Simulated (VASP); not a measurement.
```yaml
crystal:
  lattice:
    - [3.24086, 0.00000, 0.00000]
    - [-1.62043, 2.80666, 0.00000]
    - [0.00000, 0.00000, 8.59397]
  atoms:
    - { symbol: Nb, position: [0.66667, 0.33333, 0.86203] }
    - { symbol: Nb, position: [0.33333, 0.66667, 0.13797] }
    - { symbol: C, position: [0.00000, 0.00000, 0.00000] }
    - { symbol: S, position: [0.66667, 0.33333, 0.32807] }
    - { symbol: S, position: [0.33333, 0.66667, 0.67193] }
```

Level of theory: PBEsol GGA, VASP's PBE PAW potentials (set 64) (plane waves; VASP). Settings: 520 eV cut-off, Gaussian smearing of 0.050 eV, potentials Nb_sv C S.

Without a dispersion term in the relaxation, distances and binding between the weakly bound layers, chains or molecules are unreliable, and so is what depends on them.

### Question
Give the energies of bands 12 to 24 at the high-symmetry points, in eV from the Fermi level.

### Answer

| band | Γ | M | K | A | L | H |
|---|---|---|---|---|---|---|
| 12 | -6.45 | -6.74 | -5.39 | -6.87 | -6.85 | -5.36 |
| 13 | -4.72 | -5.48 | -5.39 | -4.72 | -5.37 | -5.36 |
| 14 | -4.72 | -4.74 | -5.14 | -4.72 | -4.53 | -5.05 |
| 15 | -4.48 | -4.55 | -4.81 | -3.01 | -4.26 | -4.90 |
| 16 | -2.10 | -4.10 | -3.78 | -2.85 | -4.13 | -3.87 |
| 17 | -2.10 | -3.73 | -3.76 | -2.06 | -4.12 | -3.87 |
| 18 | -1.00 | -2.30 | -3.76 | -2.06 | -2.46 | -3.82 |
| 19 | -0.82 | -2.24 | -3.12 | -0.81 | -2.42 | -3.03 |
| 20 | -0.82 | -2.20 | -3.12 | -0.81 | -2.10 | -3.03 |
| 21 | -0.49 | -1.39 | 0.50 | -0.08 | -1.18 | 0.86 |
| 22 | 0.03 | 1.44 | 0.90 | -0.08 | 1.38 | 0.86 |
| 23 | 0.03 | 2.02 | 0.90 | 0.12 | 2.03 | 0.90 |
| 24 | 1.43 | 2.70 | 2.53 | 1.44 | 2.63 | 2.37 |

It has no gap at this level: it comes out as a metal or semimetal.

The structure comes from a computed database's Nb2CS2 entry (P-3m1); how it stands against other phases isn't given here. It was relaxed first, which changed the volume by -11 %.
